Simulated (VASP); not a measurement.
An input for Ansatz (written as the equivalent of a VASP run, and not itself run):

Ansatz 0.2 input:
```yaml
crystal:
  lattice:
    - [1.5912219, -2.7560772, 0.0000000]
    - [1.5912219, 2.7560772, 0.0000000]
    - [0.0000000, 0.0000000, 5.1801024]
  atoms:
    - { symbol: Ga, position: [0.6666670, 0.3333330, 0.5000334] }
    - { symbol: Ga, position: [0.3333330, 0.6666670, 0.0000334] }
    - { symbol: N, position: [0.6666670, 0.3333330, 0.8769666] }
    - { symbol: N, position: [0.3333330, 0.6666670, 0.3769666] }
kpoints:
  mp_grid: { grid: [7, 7, 4] }
hamiltonian:
  xc: r2scan
  pseudopotentials: { kind: paw }
scf:
  occupations: { method: gaussian, width: 0.05 }
  max_iter: 100
relax:
  max_steps: 60
  f_tol: 0.02
  cell: {}
output: { forces: true, stress: true, eigenvalues: true }
```

**Question.** Translate this input to VASP (INCAR, KPOINTS, POSCAR, choice of POTCAR).

**Answer.** One answer among several that fit: 
**KPOINTS**
```
Automatic mesh
0
Gamma
7 7 4
0 0 0
```

INCAR:
```
SYSTEM = GaN
PREC = Accurate; ENCUT = 520; LREAL = F
LASPH = T
EDIFF = 1E-6; NELM = 100; ALGO = Normal
LMAXMIX = 4; LMIXTAU = T
ISMEAR = 0; SIGMA = 0.05
METAGGA = R2SCAN
IBRION = 2; NSW = 60; ISIF = 3
EDIFFG = -0.02
LWAVE = F; LCHARG = F
```

File POSCAR:
```
GaN
1
    1.5912219442    -2.7560772157     0.0000000000
    1.5912219442     2.7560772157     0.0000000000
    0.0000000000     0.0000000000     5.1801024119
Ga N
2 2
Direct
  0.6666670000   0.3333330000   0.5000334008
  0.3333330000   0.6666670000   0.0000334008
  0.6666670000   0.3333330000   0.8769665992
  0.3333330000   0.6666670000   0.3769665992
```

POTCAR, in this order: Ga_d N (PBE.64 set). Program: vasp_std.

What does not carry over: each code has its own PAW files, so the cut-off isn't converted (ENCUT is set for VASP's; basis.ecutwfc is left out, and Ansatz then takes the one that its files recommend); Ansatz stops its SCF on the density residual and VASP on the energy change (EDIFF).

The compound is GaN in the wurtzite structure. This run relaxes it. Symmetry was kept, so distortions that lower it aren't found. The start is the result of an earlier pass.
